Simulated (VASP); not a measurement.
```
CELL_PARAMETERS angstrom
      4.20906     0.00000     0.00000
      0.00000     4.20906     0.00000
      0.00000     0.00000     4.20906
ATOMIC_POSITIONS crystal
  Cs 0.00000 0.00000 0.00000
  Cl 0.50000 0.50000 0.50000
```

Method: PBE GGA, VASP's PBE PAW potentials (set 64) (plane waves; VASP 6.6.1). Numerical set-up: 480 eV cut-off, 6×6×6 Γ-centred mesh, Gaussian smearing of 0.050 eV, potentials Cs_sv Cl.

Unless said otherwise, spin-orbit coupling is left out, though it shifts the bands of the heavy elements here.

Q: What does the run give for the energy per atom (σ→0), band gap (on the k-mesh) with the smallest direct gap where there is one?

A: 
```
Quantity                                     Result
-----------------------------------  --------------
band gap (on the k-mesh)                    4.99 eV
smallest direct gap (on the k-mesh)         4.99 eV
energy per atom (σ→0)                -3.271 eV/atom
```

The absolute energy has meaning only against runs of the same code, potentials and settings.

The compound is CsCl in the CsCl type structure. It was relaxed first, which changed the volume by +7 %. The start is the result of an earlier pass.
